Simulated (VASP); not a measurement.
Output of a VASP run:

OUTCAR:
```
 ion  position               nearest neighbor table
   1  0.502  0.005  0.005-  53 1.56  45 1.56  32 1.58  61 1.61
   2  0.756  0.249  1.000-  32 1.54  43 1.55  33 1.57  54 1.59  63 2.66
   3  0.756  0.999  0.249-  32 1.54  38 1.55  34 1.57  48 1.59  63 2.66
   4  0.003  0.002  0.003-  43 1.56  38 1.56  62 1.57  35 1.58
   5  0.255  0.252  0.005-  53 1.56  35 1.56  36 1.57  59 1.61
   6  0.499  0.506  1.000-  36 1.54  60 1.55  37 1.57  54 1.59  63 2.66
   7  0.754  0.752  0.999-  37 1.55  61 1.56  38 1.57  55 1.57
   8  0.255  0.005  0.252-  45 1.56  35 1.56  39 1.57  56 1.61
   9  0.756  0.505  0.234-  37 1.54  33 1.54  40 1.57  63 2.19
  10  0.499  0.999  0.506-  39 1.54  58 1.55  41 1.57  48 1.59  63 2.66
  11  0.756  0.234  0.506-  41 1.54  34 1.54  42 1.57  63 2.19
  12  0.754  0.999  0.752-  41 1.55  61 1.56  43 1.57  52 1.57
  13  0.002  0.503  0.999-  33 1.55  59 1.56  44 1.57  55 1.57
  14  0.253  0.752  0.003-  60 1.56  44 1.57  62 1.57  45 1.58
  15  0.003  0.250  0.251-  35 1.56  46 1.57  34 1.57  33 1.57
  16  0.250  0.506  0.249-  36 1.54  44 1.55  47 1.57  46 1.59  63 2.66
  17  0.501  0.753  0.251-  45 1.56  48 1.57  37 1.57  47 1.57
  18  0.002  0.999  0.504-  34 1.55  56 1.56  49 1.57  52 1.57
  19  0.250  0.249  0.506-  39 1.54  49 1.55  50 1.57  46 1.59  63 2.66
  20  0.484  0.505  0.506-  50 1.54  47 1.54  51 1.57  63 2.19
  21  0.750  0.747  0.500-  51 1.57  40 1.57  48 1.57  52 1.58
  22  0.253  0.002  0.753-  58 1.56  49 1.57  62 1.57  53 1.58
  23  0.501  0.250  0.753-  53 1.56  54 1.57  50 1.57  41 1.57
  24  0.750  0.500  0.748-  51 1.57  42 1.57  54 1.57  55 1.58
  25  0.000  0.750  0.249-  44 1.55  38 1.55  56 1.59  40 1.59
  26  0.998  0.500  0.500-  42 1.57  40 1.57  46 1.57  57 1.58
  27  0.249  0.752  0.504-  47 1.55  56 1.56  58 1.57  57 1.57
  28  0.000  0.249  0.750-  43 1.55  49 1.55  59 1.59  42 1.59
  29  0.249  0.503  0.752-  50 1.55  59 1.56  60 1.57  57 1.57
  30  0.499  0.750  0.750-  60 1.55  58 1.55  61 1.59  51 1.59
  31  0.999  0.749  0.749-  57 1.56  55 1.56  52 1.56  62 1.60
  32  0.637  0.125  0.126-   2 1.54   3 1.54   1 1.58  63 1.88
  33  0.881  0.376  0.122-   9 1.54  13 1.55   2 1.57  15 1.57
  34  0.881  0.121  0.376-  11 1.54  18 1.55   3 1.57  15 1.57
  35  0.129  0.127  0.128-  15 1.56   8 1.56   5 1.56   4 1.58
  36  0.376  0.387  0.126-   6 1.54  16 1.54   5 1.57  63 1.88
  37  0.626  0.631  0.122-   9 1.54   7 1.55   6 1.57  17 1.57
  38  0.879  0.875  0.125-  25 1.55   3 1.55   4 1.56   7 1.57
  39  0.376  0.125  0.387-  10 1.54  19 1.54   8 1.57  63 1.88
  40  0.873  0.622  0.374-  26 1.57  21 1.57   9 1.57  25 1.59
  41  0.626  0.121  0.631-  11 1.54  12 1.55  10 1.57  23 1.57
  42  0.873  0.373  0.623-  26 1.57  24 1.57  11 1.57  28 1.59
  43  0.879  0.125  0.875-  28 1.55   2 1.55   4 1.56  12 1.57
  44  0.125  0.628  0.125-  25 1.55  16 1.55  14 1.57  13 1.57
  45  0.378  0.879  0.128-  17 1.56   1 1.56   8 1.56  14 1.58
  46  0.126  0.376  0.377-  15 1.57  26 1.57  19 1.59  16 1.59
  47  0.372  0.631  0.376-  20 1.54  27 1.55  16 1.57  17 1.57
  48  0.627  0.876  0.377-  17 1.57  21 1.57   3 1.59  10 1.59
  49  0.125  0.125  0.629-  28 1.55  19 1.55  18 1.57  22 1.57
  50  0.372  0.376  0.631-  20 1.54  29 1.55  19 1.57  23 1.57
  51  0.624  0.622  0.623-  21 1.57  24 1.57  20 1.57  30 1.59
  52  0.876  0.873  0.626-  31 1.56  18 1.57  12 1.57  21 1.58
  53  0.378  0.127  0.879-  23 1.56   1 1.56   5 1.56  22 1.58
  54  0.627  0.376  0.876-  23 1.57  24 1.57   2 1.59   6 1.59
  55  0.876  0.625  0.874-  31 1.56   7 1.57  13 1.57  24 1.58
  56  0.126  0.876  0.377-  18 1.56  27 1.56  25 1.59   8 1.61
  57  0.124  0.625  0.626-  31 1.56  27 1.57  29 1.57  26 1.58
  58  0.375  0.875  0.629-  30 1.55  10 1.55  22 1.56  27 1.57
  59  0.126  0.377  0.876-  13 1.56  29 1.56  28 1.59   5 1.61
  60  0.375  0.629  0.875-  30 1.55   6 1.55  14 1.56  29 1.57
  61  0.627  0.876  0.876-  12 1.56   7 1.56  30 1.59   1 1.61
  62  0.127  0.876  0.877-   4 1.57  22 1.57  14 1.57  31 1.60
  63  0.547  0.297  0.297-  36 1.88  32 1.88  39 1.88   9 2.19  11 2.19  20 2.19   2 2.66   6 2.66
                             3 2.66  16 2.66  10 2.66  19 2.66
 Subroutine IBZKPT returns following result:
 Found      1 irreducible k-points:

 Following reciprocal coordinates:
            Coordinates               Weight
  0.000000  0.000000  0.000000      1.000000
   k-points           NKPTS =      1   k-points in BZ     NKDIM =      1   number of bands    NBANDS=    160
   number of dos      NEDOS =    301   number of ions     NIONS =     63
   total plane-waves  NPLWV =  46656
   dimension x,y,z NGX =    36 NGY =   36 NGZ =   36
   dimension x,y,z NGXF=    72 NGYF=   72 NGZF=   72
   ions per type =              31  31   1
   PREC   = normal    normal or accurate (medium, high low for compatibility)
   ISTART =      1    job   : 0-new  1-cont  2-samecut
   ICHARG =      0    charge: 1-file 2-atom 10-const
...
```

OSZICAR:
```
       N       E                     dE             d eps       ncg     rms          rms(c)
DAV:   1    -0.526655936606E+03   -0.52666E+03   -0.73325E-06   728   0.754E-03    0.181E-03
RMM:   2    -0.526655936596E+03    0.95606E-08   -0.77121E-07   401   0.254E-03    0.107E-03
RMM:   3    -0.526655936584E+03    0.11756E-07   -0.13842E-07   476   0.942E-04    0.574E-04
RMM:   4    -0.526655936582E+03    0.22355E-08   -0.18997E-08   244   0.466E-04
   1 F= -.52665594E+03 E0= -.52665592E+03  d E =-.256403E-04  mag=     3.0000
```

OUTCAR:
```
------------------------ aborting loop because EDIFF is reached ----------------------------------------
  FORCE on cell =-STRESS in cart. coord.  units (eV):
  Direction    XX          YY          ZZ          XY          YZ          ZX
  --------------------------------------------------------------------------------------
  Total       10.2619243     10.2460612     10.2518477    -10.1639853    -10.1560710    -10.1485732
  in kB       43.1644081     43.0976835     43.1220233    -42.7524506    -42.7191607    -42.6876230
  external PRESSURE =      43.1280383 kB  Pullay stress =       0.0000000 kB
  volume of cell :      380.90
      direct lattice vectors                 reciprocal lattice vectors
     7.248884826  0.000000000  0.000000000     0.137952254  0.000000000  0.000000000
     0.000000000  7.248884826  0.000000000     0.000000000  0.137952254  0.000000000
     0.000000000  0.000000000  7.248884826     0.000000000  0.000000000  0.137952254
 POSITION                                       TOTAL-FORCE (eV/Angst)
 -----------------------------------------------------------------------------------
      3.63819      0.03659      0.03937        -0.000623     -0.003746     -0.001633
      5.48351      1.80369      7.24645         0.001236      0.001242     -0.009578
      5.48368      7.24351      1.80654         0.000211     -0.006073      0.005766
      0.01994      0.01673      0.01974        -0.002283      0.003818      0.002440
      1.85163      1.82350      0.03932        -0.008517     -0.010003      0.000395
      3.61831      3.66881      7.24651         0.007912     -0.002302     -0.010046
      5.46310      5.45081      7.24429         0.002850      0.003521     -0.000954
      1.85168      0.03662      1.82626        -0.009596     -0.003960     -0.006067
      5.47799      3.66317      1.69816        -0.004531     -0.008251      0.010703
      3.61855      7.24349      3.67149         0.005469     -0.002382     -0.002631
      5.47812      1.69544      3.66607        -0.005085      0.001752     -0.007942
      5.46337      7.24120      5.45378         0.000501      0.002031      0.001555
      0.01679      3.64811      7.24435         0.002431      0.005848     -0.003454
      1.83182      5.45394      0.01992        -0.004084     -0.001971     -0.000818
      0.02251      1.81313      1.81610         0.000050      0.002738      0.005556
      1.80953      3.66889      1.80653        -0.010278     -0.001077      0.007143
      3.62809      5.45650      1.81601         0.004003     -0.003119      0.009909
      0.01695      7.24109      3.65118         0.003154      0.002331      0.001495
      1.80925      1.80408      3.67145        -0.001814     -0.002135     -0.002201
      3.50999      3.66340      3.66621         0.007328     -0.007084     -0.008935
      5.43783      5.41744      3.62620         0.013161      0.002708      0.003573
      1.83196      0.01713      5.45694        -0.004485     -0.002231     -0.010168
      3.62818      1.81339      5.45934         0.004560      0.000801     -0.005471
      5.43769      3.62298      5.42043         0.015753      0.010939      0.003014
      0.00148      5.43554      1.80421         0.005914      0.009063     -0.004295
      7.23233      3.62302      3.62611         0.001178      0.008620      0.005016
      1.80707      5.45106      3.65144         0.001359      0.004428     -0.003717
      0.00168      1.80137      5.43867         0.003818     -0.009484     -0.000110
      1.80702      3.64875      5.45385         0.004940     -0.005043      0.001362
      3.61626      5.43591      5.43871        -0.010037      0.007479     -0.000114
      7.24411      5.42930      5.43240         0.005744      0.007087      0.002644
      4.61910      0.90787      0.91078        -0.008064     -0.001825     -0.004295
      6.38920      2.72276      0.88320         0.002241      0.005860      0.001259
      6.38949      0.88020      2.72593        -0.004456      0.002814     -0.001112
      0.93739      0.92254      0.92545        -0.003671     -0.002387     -0.005675
      2.72272      2.80422      0.91091        -0.002290     -0.003981     -0.008741
      4.53767      4.57422      0.88328         0.003973      0.006988     -0.003563
      6.37067      6.34157      0.90778        -0.000604      0.010064     -0.002293
      2.72275      0.90809      2.80704        -0.001700     -0.003980     -0.006415
      6.32584      4.51089      2.70833        -0.002139      0.002075      0.000473
      4.53792      0.88016      4.57708         0.001501      0.005843      0.006782
      6.32590      2.70525      4.51397        -0.000497      0.004955      0.002573
      6.37083      0.90481      6.34460        -0.003780      0.000475      0.009581
      0.90748      4.55583      0.90788         0.014026     -0.000828     -0.004714
      2.73763      6.37131      0.92550        -0.008040     -0.003198     -0.004967
      0.91449      2.72699      2.72963        -0.005877     -0.003763     -0.001428
      2.69496      4.57466      2.72608         0.003345     -0.001453     -0.003554
      4.54199      6.34850      2.72960        -0.012368     -0.004640     -0.000810
      0.90766      0.90491      4.55849         0.010528      0.001646      0.008649
      2.69494      2.72318      4.57720         0.002522      0.003195      0.006858
      4.51997      4.51125      4.51409         0.003809     -0.003392      0.000817
      6.34763      6.33143      4.53555        -0.001360      0.008694      0.006008
      2.73776      0.92277      6.37409        -0.010143     -0.003783     -0.002044
      4.54185      2.72688      6.35128        -0.011902     -0.003245     -0.000032
      6.34745      4.53260      6.33450         0.001288      0.001289      0.009350
      0.91308      6.34719      2.73339         0.009163      0.005373     -0.014524
...
```
(Selected blocks of OUTCAR.)

### POSCAR
```
B31N31Si
1
    7.2488848260     0.0000000000     0.0000000000
    0.0000000000     7.2488848260     0.0000000000
    0.0000000000     0.0000000000     7.2488848260
B N Si
31 31 1
Direct
  0.5018961727   0.0050473164   0.0054308011
  0.7564630543   0.2488236064   0.9996644320
  0.7564858351   0.9992581479   0.2492166426
  0.0027500801   0.0023082366   0.0027229895
  0.2554359723   0.2515554085   0.0054247757
  0.4991535799   0.5061207446   0.9996720233
  0.7536475396   0.7519519329   0.9993658786
  0.2554432800   0.0050522327   0.2519370630
  0.7557009656   0.5053423718   0.2342645658
  0.4991874576   0.9992563157   0.5064899865
  0.7557195018   0.2338893476   0.5057429237
  0.7536840642   0.9989395379   0.7523608668
  0.0023158123   0.5032655513   0.9993750108
  0.2527042213   0.7523835149   0.0027483866
  0.0031053890   0.2501256583   0.2505348231
  0.2496283777   0.5061322200   0.2492147550
  0.5005035661   0.7527359121   0.2505230923
  0.0023379651   0.9989253452   0.5036879116
  0.2495906239   0.2488766990   0.5064850512
  0.4842108714   0.5053740035   0.5057623217
  0.7501602840   0.7473474328   0.5002422523
  0.2527236455   0.0023633539   0.7527968328
  0.5005159978   0.2501615241   0.7531275949
  0.7501420496   0.4997984022   0.7477598740
  0.0002039470   0.7498448184   0.2488942354
  0.9977165653   0.4998044273   0.5002303730
  0.2492890798   0.7519859177   0.5037246404
  0.0002315947   0.2485032045   0.7502761106
  0.2492822113   0.5033526432   0.7523706464
  0.4988711283   0.7498958853   0.7502829414
  0.9993406449   0.7489844267   0.7494120802
  0.6372158705   0.1252430223   0.1256445847
  0.8814040972   0.3756110278   0.1218390463
  0.8814443799   0.1214259050   0.3760485729
  0.1293151599   0.1272667435   0.1276682578
  0.3756051840   0.3868486570   0.1256624415
  0.6259819320   0.6310235003   0.1218511241
  0.8788487954   0.8748340328   0.1252308379
  0.3756097088   0.1252727989   0.3872368378
  0.8726632595   0.6222873881   0.3736204467
  0.6260167646   0.1214206425   0.6314178384
  0.8726723280   0.3731946787   0.6227123864
  0.8788698335   0.1248206099   0.8752512157
  0.1251890627   0.6284875790   0.1252439724
  0.3776617448   0.8789371430   0.1276750720
  0.1261555564   0.3761941544   0.3765583238
  0.3717756112   0.6310852342   0.3760690716
  0.6265780577   0.8757904653   0.3765549774
  0.1252131638   0.1248347242   0.6288546465
  0.3717734431   0.3756682736   0.6314353473
  0.6235407310   0.6223369094   0.6227287681
  0.8756701653   0.8734352109   0.6256898816
  0.3776797471   0.1272983705   0.8793199731
  0.6265580810   0.3761793330   0.8761729080
  0.8756450831   0.6252827882   0.8738583637
  0.1259619405   0.8756094466   0.3770767234
  0.1237702115   0.6253260683   0.6256938264
  0.3751956799   0.8748920720   0.6288734856
  0.1259880688   0.3766883786   0.8760288015
  0.3751880669   0.6285332919   0.8752598875
  0.6270552901   0.8756346037   0.8760205304
  0.1267280853   0.8763725930   0.8767498429
  0.5471994183   0.2968342138   0.2972021245
```

Question: Reconstruct the remaining input files.

Answer: Several could match; the one computed here: the input of the run itself, PBE GGA, plane waves, VASP's PBE PAW potentials (set 64).

**KPOINTS**
```
kpoints
0
Gamma
  1 1 1
```

INCAR:
```
SYSTEM = B31N31Si
PREC = Normal
ENCUT = 400
EDIFF = 1E-6
NELM = 100
ALGO = Fast
LREAL = Auto
LASPH = .TRUE.
ISMEAR = 0
SIGMA = 0.05
GGA = PE
LWAVE = .TRUE.
LCHARG = .FALSE.
NELMIN = 4
ISYM = 0
NELECT = 253.0
ISPIN = 2
NUPDOWN = 3
MAGMOM = 63*0.0476
LORBIT = 11
LHYPERFINE = .TRUE.
```

POTCAR, in this order: B N Si (PBE.64 set). Program: vasp_gam. Read from the step before: WAVECAR.

At this cut-off the stress carries a Pulay error, which pulls relaxed volumes low. The cell is charged, with a uniform compensating background.  The supercell is sampled at Γ alone, which is coarse: total energies, pressure and levels can be off, energies of defects by several tenths of an eV.

The cell is a supercell with a defect, built from BN (zinc blende): Si_N-vac_B, charge -1.
